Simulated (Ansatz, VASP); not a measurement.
Two plane-wave programs on P2Se2O

The input INCAR:

```
SYSTEM = P2Se2O
PREC = Accurate
ENCUT = 520
EDIFF = 1E-6
ISMEAR = 0
SIGMA = 0.1
LREAL = .FALSE.
LASPH = .TRUE.
NELM = 60
ALGO = Normal
ISIF = 2
LWAVE = .FALSE.
LCHARG = .TRUE.
GGA = PE
IVDW = 12
LELF = .TRUE.
LVHAR = .TRUE.
NBANDS = 22
```

File KPOINTS:

```
regular mesh
0
G
  6 6 6
  0 0 0
```

The input POSCAR:

```
P2Se2O
1.0
   -2.2241483700      2.2241483700      5.1390806500
    2.2241483700     -2.2241483700      5.1390806500
    2.2241483700      2.2241483700     -5.1390806500
P Se O
2 2 1
Direct
    0.7500000000      0.2500000000      0.5000000000
    0.2500000000      0.7500000000      0.5000000000
    0.3750000000      0.3750000000      0.0000000000
    0.6250000000      0.6250000000      0.0000000000
    0.0000000000      0.0000000000      0.0000000000
```

Input for Ansatz:

```yaml
crystal:
  lattice:
    - [-2.22414837, 2.22414837, 5.13908065]
    - [2.22414837, -2.22414837, 5.13908065]
    - [2.22414837, 2.22414837, -5.13908065]
  atoms:
    - { symbol: P, position: [0.75, 0.25, 0.5] }
    - { symbol: P, position: [0.25, 0.75, 0.5] }
    - { symbol: Se, position: [0.375, 0.375, 0.0] }
    - { symbol: Se, position: [0.625, 0.625, 0.0] }
    - { symbol: O, position: [0.0, 0.0, 0.0] }
basis:
  ecutwfc: 420
kpoints:
  mp_grid: { grid: [6, 6, 6] }
hamiltonian:
  xc: pbe
  dispersion: d3bj
scf:
  occupations: { method: gaussian, width: 0.1 }
  lower_state_search: "off"
output:
  forces: true
  stress: true
  eigenvalues: true
```

Change from the starting cell: species swapped into the NdSi2Pt2 type (I4/mmm, No. 139).

Alike in both runs: task single point; functional PBE; dispersion D3(BJ); k mesh 6 × 6 × 6; occupations gaussian, width 0.1 eV; no spin polarisation.

|  | VASP | Ansatz |
| --- | --- | --- |
| version | VASP 6.6.1 | Ansatz 0.2.0 |
| potentials or method | VASP PAW PBE potentials, release 64 (P, Se, O) | scalar-relativistic, plane waves, PAW |
| plane-wave cutoff (eV) | 520 | 420 |
| valence electrons in the cell | 28 | 48 |

|  | VASP | Ansatz | Ansatz less VASP |
| --- | --- | --- | --- |
| gap on the k mesh at the Fermi level (eV) | none | none | - |
| pressure (GPa) | -5.4 | -5.3 | +0.07 |
| largest component of the traceless stress (GPa) | 1.47 | 1.46 | -0.011 |
| rms of the force components (eV/Å) | 0.907 | 0.907 | +0.0005 |

Atom by atom the forces differ by 0.000 eV/Å (rms over components). A gap of «none» marks a metal or a gap that the smearing closes. The two sets of potentials don't hold the same shells in valence.

Caveats: pairwise dispersion overbinds metals, which lowers pressure and volume; forces of over 1 eV/Å show positions far from the minimum, so gaps and moduli don't describe the material at rest.
